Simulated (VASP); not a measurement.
```xyz
2
Lattice="1.4673 -2.5415 0.0000 1.4673 2.5415 0.0000 0.0000 0.0000 4.6312" Properties=species:S:1:pos:R:3 pbc="T T T"
Ti     1.4673     0.8472     1.1578
Ti     1.4673    -0.8472     3.4734
```

Method: r2SCAN meta-GGA, VASP's PBE PAW potentials (set 64) (plane waves; VASP). Run with 480 eV cut-off, 14×14×8 Γ-centred mesh, first-order Methfessel-Paxton smearing of 0.10 eV, potentials Ti_sv.

### Question
Predict the energy per atom (σ→0), band gap (on the k-mesh) with the smallest direct gap where there is one.

### Answer

```yaml
band gap (on the k-mesh): none (metal, semimetal or under 0.01 eV)
energy per atom (σ→0): -12950 meV/atom
```

The compound is Ti in the hcp structure. It was relaxed first.
